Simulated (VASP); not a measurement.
# OZnH2 in VASP: further runs, part 2 of 2

VASP 6.6.1. The steps go on from the part before.

## Step 3: Relaxation of the atoms, PBE (atoms moved at random, drawn with an rms of 0.02 Å)

INCAR reads:

```
PREC     = Accurate       # precision mode
ENCUT    = 520            # plane-wave cutoff, eV
EDIFF    = 1E-6           # SCF threshold, eV
ISMEAR   = 0              # smearing method
SIGMA    = 0.01           # smearing width, eV
LREAL    = F              # projectors in reciprocal space
LASPH    = T              # aspherical terms in the spheres
NELM     = 60             # most SCF steps
ALGO     = Normal         # electronic algorithm
ISIF     = 2              # what is computed and relaxed
LWAVE    = F              # write WAVECAR
LCHARG   = F              # write CHGCAR
GGA      = PE             # functional
IBRION   = 2              # ionic algorithm
NSW      = 60             # ionic steps
EDIFFG   = -0.01          # ionic threshold
```

KPOINTS reads:

```
Automatic mesh
0
Gamma
  1 1 1
```

POSCAR reads:

```
ZnH2O
1.0
   10.0000000000      0.0000000000      0.0000000000
    0.0000000000     13.0000000000      0.0000000000
    0.0000000000      0.0000000000     11.0000000000
O Zn H
1 1 2
Direct
    0.5345920000      0.4138680000      0.5654860000
    0.5079720000      0.5349760000      0.4963800000
    0.4665230000      0.3615090000      0.5620360000
    0.4867550000      0.6404030000      0.4408980000
```

Potentials or basis: VASP PAW PBE potentials, release 64 (O, Zn, H).

The run is started by

```sh
> cat potpaw_PBE.64/O/POTCAR potpaw_PBE.64/Zn/POTCAR potpaw_PBE.64/H/POTCAR > POTCAR
> mpirun -np 1 vasp_gam > vasp.out
```

Wall time 15 min (1 thread of Intel Xeon Platinum 8259CL at 2.50GHz (Skylake/Cascade Lake), shared host); peak memory 1.3 GiB.

It converged, with:

| Property | Result |
| --- | --- |
| Free energy | -14.3397 eV |
| Energy gained by relaxing | 4.2 meV/atom |
| Ionic steps | 17 |
| Largest force after relaxing | 0.007 eV/Å |
| Gap between the frontier levels | 5.29 eV |

Forces in eV/Å, atoms in the order of the input:
```
O   -0.001  0.001  0.000
Zn   0.004 -0.004  0.002
H    0.001  0.004 -0.001
H   -0.004  0.000 -0.001
```

Step by step:
```
step  energy change (eV)  largest force (eV/Å)  pressure (GPa)
   1              0.0000                0.5550            0.00
   2              0.0058                1.0480           -0.06
   3             -0.0078                0.3404           -0.02
   4             -0.0089                0.6236           -0.01
   5             -0.0105                0.3351           -0.02
   6             -0.0145                0.1923           -0.02
   7             -0.0163                0.0588           -0.02
   8             -0.0163                0.0566           -0.02
   9             -0.0165                0.0534           -0.01
  10             -0.0165                0.0684           -0.01
  11             -0.0166                0.0278           -0.01
  12             -0.0166                0.0298           -0.01
  13             -0.0166                0.0158           -0.01
  14             -0.0166                0.0188           -0.01
  15             -0.0167                0.0173           -0.01
  16             -0.0167                0.0128           -0.01
  17             -0.0167                0.0065           -0.01
```

Final structure:
```
O Zn H
1.0
    10.00000    0.00000    0.00000
     0.00000   13.00000    0.00000
     0.00000    0.00000   11.00000
O Zn H
1 1 2
Direct
  0.53752 0.41348 0.56637
  0.50420 0.53470 0.49647
  0.46584 0.36331 0.56075
  0.48829 0.63927 0.44122
```

Levels at points of the mesh, in eV from the valence-band top:
```tsv
k point	band 8	band 9	band 10	band 11	band 12	band 13
(0.00, 0.00, 0.00)	-1.70	-0.67	0.00	5.29	5.70	5.78
```

## Step 4: Atomic charges, PBE+TS

INCAR reads:

```
ALGO = Normal
EDIFF = 1E-6
ENCUT = 520
GGA = PE
ISIF = 2
ISMEAR = 0
IVDW = 2
LASPH = T
LCHARG = T
LELF = T
LORBIT = 11
LREAL = F
LVACPOTAV = T
LVHAR = T
LWAVE = F
NELM = 60
PREC = Accurate
SIGMA = 0.01
```

KPOINTS reads:

```
k-points
0
Gamma
  1 1 1
```

POSCAR reads:

```
ZnH2O
1.0
   10.0000000000      0.0000000000      0.0000000000
    0.0000000000     13.0000000000      0.0000000000
    0.0000000000      0.0000000000     11.0000000000
O Zn H
1 1 2
Direct
    0.5357200000      0.4141000000      0.5662681800
    0.5046800000      0.5348384600      0.4965318200
    0.4668800000      0.3630153800      0.5619590900
    0.4878700000      0.6402153800      0.4399136400
```

The run is started by

```sh
> cat potpaw_PBE.64/O/POTCAR potpaw_PBE.64/Zn/POTCAR potpaw_PBE.64/H/POTCAR > POTCAR
> mpirun -np 1 vasp_gam > vasp.out
```

Wall time 2.4 min (1 thread of Intel Xeon Platinum 8259CL at 2.50GHz (Skylake/Cascade Lake), shared host); peak memory 1.1 GiB.

It converged, with:

- Free energy: -14.3359 eV
- Largest force: 0.661 eV/Å
- Gap between the frontier levels: 5.35 eV
- Valence electrons inside the program's atomic spheres: O 5.10; Zn 10.87; H 0.77, 0.53
- Hirshfeld charges: O -0.39; Zn +0.40; H +0.11, -0.12 e
- Dispersion energy per atom: -0.001 eV

Forces on the atoms (eV/Å):
```
O    0.574  0.296  0.143
Zn  -0.127  0.339 -0.193
H   -0.499 -0.415 -0.061
H    0.051 -0.220  0.111
```

Levels at points of the mesh, in eV from the valence-band top:
```tsv
k point	band 6	band 7	band 8	band 9	band 10	band 11	band 12	band 13	band 14
(0.00, 0.00, 0.00)	-4.73	-3.45	-1.64	-0.61	0.00	5.35	5.72	5.82	6.49
```

## Step 5: Electron localisation function, PBE

INCAR reads:

```
SYSTEM = ZnH2O
PREC = Accurate
ENCUT = 520
EDIFF = 1E-6
ISMEAR = 0
SIGMA = 0.01
LREAL = .False.
LASPH = .True.
NELM = 60
ALGO = Normal
ISIF = 2
LWAVE = .False.
LCHARG = .True.
GGA = PE
LELF = .True.
```

KPOINTS reads:

```
Automatic mesh
0
Gamma
  1 1 1
  0 0 0
```

POSCAR is that of step 4.

Potentials or basis: VASP PAW PBE potentials, release 64 (O, Zn, H).

The run is started by

```sh
> cat potpaw_PBE.64/O/POTCAR potpaw_PBE.64/Zn/POTCAR potpaw_PBE.64/H/POTCAR > POTCAR
> mpirun -np 1 vasp_gam > vasp.out
```

OUTCAR:

```text
SYSTEM = ZnH2O
   PREC = Accurate
   ENCUT = 520
   EDIFF = 1E-6
   ISMEAR = 0
   LREAL = .False.
   LASPH = .True.
   NELM = 60
   ISIF = 2
   GGA = PE

 ion  position               nearest neighbor table
   1  0.536  0.414  0.566-   3 0.96   2 1.77
   2  0.505  0.535  0.497-   4 1.51   1 1.77
   3  0.467  0.363  0.562-   1 0.96
   4  0.488  0.640  0.440-   2 1.51

  LATTYP: Found a simple orthorhombic cell.
 ALAT       =    10.0000000000
 B/A-ratio  =     1.1000000000
[... 189 lines left out ...]

  FORCE on cell =-STRESS in cart. coord.  units (eV):
  Direction    XX          YY          ZZ          XY          YZ          ZX
  --------------------------------------------------------------------------------------
  -------------------------------------------------------------------------------------
  Total        0.2994527      0.1158053     -0.0586811      0.2826039      0.0609629      0.0510990
  in kB        0.3355079      0.1297486     -0.0657465      0.3166304      0.0683031      0.0572515
  external PRESSURE =       0.1331700 kB  Pullay stress =       0.0000000 kB

 VOLUME and BASIS-vectors are now :
 -----------------------------------------------------------------------------
  energy-cutoff  :      520.00
  volume of cell :     1430.00
      direct lattice vectors                 reciprocal lattice vectors
    10.000000000  0.000000000  0.000000000     0.100000000  0.000000000  0.000000000
     0.000000000 13.000000000  0.000000000     0.000000000  0.076923077  0.000000000
     0.000000000  0.000000000 11.000000000     0.000000000  0.000000000  0.090909091

 POSITION                                       TOTAL-FORCE (eV/Angst)
 -----------------------------------------------------------------------------------
      5.35720      5.38330      6.22895         0.574706      0.293007      0.143944
      5.04680      6.95290      5.46185        -0.126938      0.338020     -0.192158
      4.66880      4.71920      6.18155        -0.498421     -0.414140     -0.061225
      4.87870      8.32280      4.83905         0.050653     -0.216887      0.109440
 -----------------------------------------------------------------------------------
    total drift:                                0.000399      0.001714      0.000549

  FREE ENERGIE OF THE ION-ELECTRON SYSTEM (eV)
  ---------------------------------------------------
  free  energy   TOTEN  =       -14.3310250762 eV

  energy  without entropy=      -14.3310250762  energy(sigma->0) =      -14.33102508
```

stdout:

```text
POSCAR found type information on POSCAR O ZnH
 POSCAR found :  3 types and       4 ions
 scaLAPACK will be used
 LDA part: xc-table for (Slater+PW92), standard interpolation
 POSCAR, INCAR and KPOINTS ok, starting setup
 FFT: planning ... GRIDC
 FFT: planning ... GRID_SOFT
 FFT: planning ... GRID
 WAVECAR not read
 entering main loop
```

Wall time 2 min (1 thread of Intel Xeon Platinum 8259CL at 2.50GHz (Skylake/Cascade Lake), shared host); peak memory 1.1 GiB.

What came out:

| Item | Value |
| --- | --- |
| Free energy | -14.3310 eV |
| Largest force | 0.661 eV/Å |
| Gap between the frontier levels | 5.35 eV |

Forces on the atoms (eV/Å):
```
O    0.575  0.293  0.144
Zn  -0.127  0.338 -0.192
H   -0.498 -0.414 -0.061
H    0.051 -0.217  0.109
```

## Step 6: Single point, PBE0

POSCAR is that of step 5.

INCAR.step1 reads:

```
ALGO = Normal ; EDIFF = 1E-5
ENCUT = 520 ; GGA = PE
ISIF = 2 ; ISMEAR = 0
LASPH = T ; LCHARG = F
LREAL = F ; LWAVE = T
NBANDS = 18 ; NELM = 100
PREC = Accurate ; SIGMA = 0.01
```

INCAR.step2 reads:

```
AEXX = 0.25 ; ALGO = Normal
EDIFF = 1E-7 ; ENCUT = 520
GGA = PE ; ISIF = 2
ISMEAR = 0 ; ISTART = 1
LASPH = T ; LCHARG = F
LHFCALC = T ; LREAL = F
LWAVE = F ; NBANDS = 18
NELM = 100 ; PREC = Accurate
PRECFOCK = Normal ; SIGMA = 0.01
```

KPOINTS reads:

```
k-points
0
Gamma
  1 1 1
```

Potentials or basis: VASP PAW PBE potentials, release 64 (O, Zn, H).

The run is started by

```sh
> cat potpaw_PBE.64/O/POTCAR potpaw_PBE.64/Zn/POTCAR potpaw_PBE.64/H/POTCAR > POTCAR
> cp INCAR.step1 INCAR
> mpirun -np 1 vasp_gam > vasp.out
> cp INCAR.step2 INCAR
> mpirun -np 1 vasp_gam > vasp.out
```

Wall time 8.4 min (1 thread of Intel Xeon Platinum 8259CL at 2.50GHz (Skylake/Cascade Lake), shared host); peak memory 1.2 GiB.

It converged, with:

- Free energy: -18.5888 eV
- Largest force: 0.266 eV/Å
- Gap between the frontier levels: 7.64 eV

Forces on the atoms (eV/Å):
```
O    0.073  0.142 -0.024
Zn  -0.032  0.153 -0.076
H   -0.075 -0.057 -0.011
H    0.035 -0.239  0.111
```

Levels at points of the mesh, in eV from the valence-band top:
| k point | band 8 | band 9 | band 10 | band 11 | band 12 | band 13 |
| --- | --- | --- | --- | --- | --- | --- |
| (0.00, 0.00, 0.00) | -1.35 | -0.45 | 0.00 | 7.64 | 8.01 | 8.08 |

Caveat: the PAW data sets were made with another functional, which shifts forces and pressure a little.

## Step 7: For comparison

An earlier run on the cell as given: functional PBE; potentials or basis VASP PAW PBE potentials, release 64 (O, Zn, H); cutoff 520 eV; k mesh 1 × 1 × 1; occupations gaussian, width 0.01 eV; no spin polarisation.

- Largest force: 0.661 eV/Å
- Gap between the frontier levels: 5.35 eV

## Step 8: Overview

```csv
task,level,cell,grid for exact exchange (PRECFOCK),exchange at q = 0,gap on the mesh (eV),largest force (eV/Å)
single point,PBE,"atoms moved at random, drawn with an rms of 0.05 Å",-,-,5.45,2.64
relaxation of the atoms,PBE,"atoms relaxed from: atoms moved at random, drawn with an rms of 0.02 Å",-,-,5.29,0.01
atomic charges,PBE+TS,as given,-,-,5.35,0.66
electron localisation function,PBE,as given,-,-,5.35,0.66
single point,PBE0,as given,Normal,default,7.64,0.27
single point,PBE,as given,-,-,5.35,0.66
```

Alike in all rows: potentials or basis VASP PAW PBE potentials, release 64 (O, Zn, H); no spin polarisation; k mesh 1 × 1 × 1; cutoff (eV) 520; smearing gaussian 0.01 eV.

On the cell as given the gap runs from 5.35 eV (PBE) to 7.64 eV (PBE0).

Caveats: the PAW data sets were made with another functional, which shifts forces and pressure a little (some runs).

Absolute energies hang on the potentials; compare differences alone.
